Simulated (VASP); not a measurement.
Given:

```
CELL_PARAMETERS angstrom
      5.43978     0.00000     0.00000
      0.00000     3.84651     0.00000
      0.00000     0.00000    26.56378
ATOMIC_POSITIONS crystal
  Si 0.14236 0.00000 0.67262
  Si 0.35764 0.50000 0.67262
  Si 0.63254 0.50000 0.60768
  Si 0.86746 0.00000 0.60768
  Si 0.12636 0.00000 0.53617
  Si 0.37364 0.50000 0.53617
  Si 0.62636 0.50000 0.46383
  Si 0.87364 0.00000 0.46383
  Si 0.13254 0.00000 0.39232
  Si 0.36746 0.50000 0.39232
  Si 0.64236 0.50000 0.32738
  Si 0.85764 0.00000 0.32738
```

All values below come from r2SCAN meta-GGA, VASP's PBE PAW potentials (set 64) (plane waves; VASP). Numerical set-up: PREC = Normal, 400 eV cut-off, 5×7×1 Γ-centred mesh, first-order Methfessel-Paxton smearing of 0.10 eV, potentials Si.

### Question
Predict the energy per atom (σ→0), band gap (on the k-mesh) with the smallest direct gap where there is one.

### Answer

| Property | Value |
|---|---|
| band gap (on the k-mesh) | none (metal, semimetal or under 0.01 eV) |
| energy per atom (σ→0) | -805.7 kJ/mol of atoms |

The absolute energy has meaning only against runs of the same code, potentials and settings.

The cell is a thin slab with vacuum, built from Si (diamond): (110) face.
